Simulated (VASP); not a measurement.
Write the native input for VASP 6.6.1 that does the following.

```yaml
Task: single point
Functional: PBE
Potentials_or_basis: VASP PAW PBE potentials, release 64 (Si, Sn_d, H)
Cutoff: 520 eV
k_mesh: 1 × 1 × 1
Occupations: gaussian, width 0.01 eV
Spin: no spin polarisation
Further_INCAR_settings: ALGO = Normal; EDIFF = 1e-07; NBANDS = 22
```

The structure of SiSnH6 lies in POSCAR:

```
SiSnH6
1.0
   14.0000000000      0.0000000000      0.0000000000
    0.0000000000     12.0000000000      0.0000000000
    0.0000000000      0.0000000000     13.0000000000
Si Sn H
1 1 6
Direct
    0.4491571400      0.5182625000      0.4119923100
    0.5372714300      0.4973708300      0.5835000000
    0.3456928600      0.5377541700      0.4304230800
    0.4603642900      0.4154875000      0.3492846200
    0.4884642900      0.6141875000      0.3532846200
    0.5257500000      0.6153125000      0.6559461500
    0.6561642900      0.4739291700      0.5637307700
    0.4923500000      0.3881875000      0.6524615400
```

These files were run (other wordings do the same):

INCAR

```
SYSTEM = SiSnH6
PREC     = Accurate       ! precision mode
ENCUT    = 520            ! plane-wave cutoff, eV
EDIFF    = 1E-7           ! SCF threshold, eV
ISMEAR   = 0              ! smearing method
SIGMA    = 0.01           ! smearing width, eV
LREAL    = .False.        ! projectors in reciprocal space
LASPH    = .True.         ! aspherical terms in the spheres
NELM     = 100            ! most SCF steps
ALGO     = Normal         ! electronic algorithm
ISIF     = 2              ! what is computed and relaxed
LWAVE    = .False.        ! write WAVECAR
LCHARG   = .False.        ! write CHGCAR
GGA      = PE             ! functional
NBANDS   = 22             ! bands
```

KPOINTS

```
regular mesh
0
Gamma
  1 1 1
  0 0 0
```

Potentials or basis: VASP PAW PBE potentials, release 64 (Si, Sn_d, H).

Run with:

```console
$ cat potpaw_PBE.64/Si/POTCAR potpaw_PBE.64/Sn_d/POTCAR potpaw_PBE.64/H/POTCAR > POTCAR
$ mpirun -np 1 vasp_gam > vasp.out
```

It gave:

```
Largest force                   : 0.173 eV/Å
Gap between the frontier levels : 5.93 eV
```

Caveat: spin-orbit coupling is left out, which moves the levels of the heavy elements.

It took 3.7 min on 1 thread of Intel(R) Xeon(R) Platinum 8259CL CPU @ 2.50GHz (Skylake/Cascade Lake) (shared host), peak memory 1.5 GiB.
